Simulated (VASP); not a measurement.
Output of a VASP run:

**OSZICAR**
```
       N       E                     dE             d eps       ncg     rms          rms(c)
DAV:   1     0.642498868324E+03    0.64250E+03   -0.29537E+04  1552   0.294E+03
DAV:   2     0.140873278588E+02   -0.62841E+03   -0.60635E+03  1637   0.697E+02
DAV:   3    -0.964477138112E+02   -0.11054E+03   -0.10722E+03  1771   0.211E+02
DAV:   4    -0.103925665315E+03   -0.74780E+01   -0.74348E+01  2072   0.575E+01
DAV:   5    -0.104077769570E+03   -0.15210E+00   -0.15178E+00  1885   0.822E+00    0.153E+01
DAV:   6    -0.856734138011E+02    0.18404E+02   -0.27176E+01  2515   0.655E+01    0.558E+00
DAV:   7    -0.838456479240E+02    0.18278E+01   -0.39607E+00  1635   0.135E+01    0.355E+00
DAV:   8    -0.886412093816E+02   -0.47956E+01   -0.34388E+00  2054   0.161E+01    0.291E+00
DAV:   9    -0.857942260933E+02    0.28470E+01   -0.15324E+00  1820   0.919E+00    0.753E-01
DAV:  10    -0.848128179598E+02    0.98141E+00   -0.48573E-01  1753   0.585E+00    0.215E-01
DAV:  11    -0.848129500579E+02   -0.13210E-03   -0.11363E-01  1824   0.279E+00    0.415E-01
DAV:  12    -0.848486553292E+02   -0.35705E-01   -0.91362E-03  1948   0.774E-01    0.370E-01
DAV:  13    -0.848428088486E+02    0.58465E-02   -0.36134E-03  2205   0.160E+00    0.104E-01
DAV:  14    -0.848665401541E+02   -0.23731E-01   -0.74288E-03  1582   0.688E-01    0.122E-01
DAV:  15    -0.848669085640E+02   -0.36841E-03   -0.52771E-04  1947   0.209E-01    0.124E-01
DAV:  16    -0.848669031581E+02    0.54060E-05   -0.82180E-05  1840   0.668E-02    0.123E-01
DAV:  17    -0.848667698993E+02    0.13326E-03   -0.27994E-05  1965   0.119E-01    0.111E-01
DAV:  18    -0.848667400590E+02    0.29840E-04   -0.79994E-04  2054   0.751E-01    0.283E-02
DAV:  19    -0.848668809049E+02   -0.14085E-03   -0.15736E-04  2215   0.160E-01    0.245E-02
DAV:  20    -0.848668918430E+02   -0.10938E-04   -0.28629E-05  1730   0.559E-02    0.228E-02
DAV:  21    -0.848668730193E+02    0.18824E-04   -0.23378E-06  1897   0.142E-02    0.206E-02
DAV:  22    -0.848668937256E+02   -0.20706E-04   -0.18143E-05  2073   0.108E-01    0.102E-02
DAV:  23    -0.848668962960E+02   -0.25704E-05   -0.11471E-05  2222   0.742E-02    0.543E-03
DAV:  24    -0.848668967436E+02   -0.44761E-06   -0.37817E-06  1627   0.133E-02    0.368E-03
DAV:  25    -0.848668967548E+02   -0.11179E-07   -0.11496E-07  1142   0.364E-03
   1 F= -.84866897E+02 E0= -.84866897E+02  d E =0.000000E+00
       N       E                     dE             ncg
       N       E                     dE             ncg
       N       E                     dE             ncg
```

OUTCAR:
```
------------------------ aborting loop because EDIFF is reached ----------------------------------------
  FORCE on cell =-STRESS in cart. coord.  units (eV):
  Direction    XX          YY          ZZ          XY          YZ          ZX
  --------------------------------------------------------------------------------------
  Total       -0.1321233     -0.1321233     -0.1321233     -0.0000000      0.0000000     -0.0000000
  in kB       -2.3690835     -2.3690835     -2.3690835     -0.0000000      0.0000000     -0.0000000
  external PRESSURE =      -2.3690835 kB  Pullay stress =       0.0000000 kB
  volume of cell :       89.35
      direct lattice vectors                 reciprocal lattice vectors
     4.470641296  0.000000000  0.000000000     0.223681556  0.000000000  0.000000000
     0.000000000  4.470641296  0.000000000     0.000000000  0.223681556  0.000000000
     0.000000000  0.000000000  4.470641296     0.000000000  0.000000000  0.223681556
 POSITION                                       TOTAL-FORCE (eV/Angst)
 -----------------------------------------------------------------------------------
      0.00000      0.00000      0.00000        -0.000000     -0.000000     -0.000000
      2.23532      2.23532      0.00000        -0.000000     -0.000000     -0.000000
      0.00000      2.23532      2.23532        -0.000000     -0.000000     -0.000000
      2.23532      0.00000      2.23532        -0.000000     -0.000000     -0.000000
      3.37870      3.37870      1.09195        -0.000749     -0.000749      0.000749
      3.37870      1.09195      3.37870        -0.000749      0.000749     -0.000749
      1.09195      1.09195      1.09195         0.000749      0.000749      0.000749
      1.09195      3.37870      3.37870         0.000749     -0.000749     -0.000749
 -----------------------------------------------------------------------------------
    total drift:                               -0.000000     -0.000000     -0.000000
  FREE ENERGIE OF THE ION-ELECTRON SYSTEM (eV)
  ---------------------------------------------------
  free  energy   TOTEN  =       -84.8668967548 eV

  energy  without entropy=      -84.8668967548  energy(sigma->0) =      -84.86689675

 total charge

# of ion       s       p       d       tot
------------------------------------------
    1        0.371   0.448   0.000   0.819
    2        0.756   0.884  10.191  11.830
    3        0.756   0.884  10.191  11.830
    4        0.756   0.884  10.191  11.830
    5        1.232   2.573   0.000   3.805
    6        1.232   2.573   0.000   3.805
    7        1.232   2.573   0.000   3.805
    8        1.232   2.573   0.000   3.805
--------------------------------------------------
tot          7.564  13.392  30.572  51.528
```
(Selected blocks of OUTCAR.)

**POSCAR**
```
AlGa3N4
1
    4.4706412963    -0.0000000000    -0.0000000000
    0.0000000000     4.4706412963    -0.0000000000
   -0.0000000000     0.0000000000     4.4706412963
Al Ga N
1 3 4
Direct
  0.0000000000   0.0000000000   0.0000000000
  0.5000000000   0.5000000000   0.0000000000
  0.0000000000   0.5000000000   0.5000000000
  0.5000000000   0.0000000000   0.5000000000
  0.7557518507   0.7557518507   0.2442481493
  0.7557518507   0.2442481493   0.7557518507
  0.2442481493   0.2442481493   0.2442481493
  0.2442481493   0.7557518507   0.7557518507
```

Problem. Write an INCAR and KPOINTS that could have produced this output.

Solution. This is not unique; one that fits is the input of the run itself, r2SCAN meta-GGA, plane waves, VASP's PBE PAW potentials (set 64).

**KPOINTS_OPT**
```
k-points along high-symmetry lines
10
Line-mode
Reciprocal
  0.000000   0.000000   0.000000 ! GAMMA
  0.000000   0.500000   0.000000 ! X

  0.000000   0.500000   0.000000 ! X
  0.500000   0.500000   0.000000 ! M

  0.500000   0.500000   0.000000 ! M
  0.000000   0.000000   0.000000 ! GAMMA

  0.000000   0.000000   0.000000 ! GAMMA
  0.500000   0.500000   0.500000 ! R

  0.500000   0.500000   0.500000 ! R
  0.000000   0.500000   0.000000 ! X

  0.500000   0.500000   0.500000 ! R
  0.500000   0.500000   0.000000 ! M
```

File KPOINTS:
```
Automatic mesh
0
Gamma
6 6 6
0 0 0
```

### INCAR
```
ENCUT=520   # plane-wave cut-off (eV)
LASPH=.True.   # aspherical one-centre terms
LMIXTAU=.True.
LREAL=.False.
PREC=Accurate
ISIF=2
ISMEAR=-5   # tetrahedra, Bloechl
NEDOS=601   # DOS grid
LMAXMIX=4   # l cut-off of mixed one-centre charges
EDIFF=1E-7   # SCF stop (eV)
METAGGA=R2SCAN
SYSTEM=AlGa3N4
ALGO=Normal
NELM=100
LWAVE=.False.
LCHARG=.False.
LORBIT=11   # lm-projected
```

POTCAR, in this order: Al Ga_d N (PBE.64 set). Program: vasp_std.

The structure comes from a computed database's AlGa3N4 entry (P-43m); how it stands against other phases isn't given here. It was relaxed first.
